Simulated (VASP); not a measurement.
The system is Si2W.

```
Si W
1.0
    -1.60737    1.60737    3.90103
     1.60737   -1.60737    3.90103
     1.60737    1.60737   -3.90103
Si W
2 1
Direct
  0.33499 0.33499 0.00000
  0.66501 0.66501 0.00000
  0.00000 0.00000 0.00000
```

The cell is a database's computed one.

```yaml
Program: VASP 6.6.1
Task: relaxation of cell and atoms
Functional: RPBE
Potentials_or_basis: VASP PAW PBE potentials, release 64 (Si, W_sv)
Cutoff: 600 eV
k_mesh: 18 × 18 × 18
Occupations: gaussian, width 0.1 eV
Spin: no spin polarisation
```

At the start: pressure 6.7 GPa; volume 13.44 Å³/atom.

Q: Where does the relaxation end?

A: Over 5 steps the energy falls by 8.3 meV/atom and the volume is 13.83 Å³/atom (+2.9 %); space group I4/mmm (No. 139, to 0.05 Å).

Step by step:
| step | energy change (eV) | largest force (eV/Å) | pressure (GPa) | volume (Å³) |
| --- | --- | --- | --- | --- |
| 1 | 0.0000 | 0.1593 | 6.72 | 40.32 |
| 2 | 0.0508 | 0.1935 | -10.10 | 43.69 |
| 3 | -0.0249 | 0.0170 | -0.11 | 41.51 |
| 4 | -0.0249 | 0.0196 | 0.02 | 41.48 |
| 5 | -0.0249 | 0.0044 | 0.03 | 41.48 |

Final structure:
```cif
data_structure
_symmetry_space_group_name_H-M 'P 1'
_symmetry_Int_Tables_number 1
_cell_length_a 4.5638
_cell_length_b 4.5638
_cell_length_c 4.5638
_cell_angle_alpha 138.390
_cell_angle_beta 138.390
_cell_angle_gamma 60.306
_cell_volume 41.48
loop_
_atom_site_label
_atom_site_type_symbol
_atom_site_fract_x
_atom_site_fract_y
_atom_site_fract_z
_atom_site_occupancy
Si1 Si 0.33452 0.33452 0.00000 1
Si2 Si 0.66548 0.66548 0.00000 1
W1 W 0.00000 0.00000 0.00000 1
```

Caveat: the PAW data sets were made with another functional, which shifts forces and pressure a little.
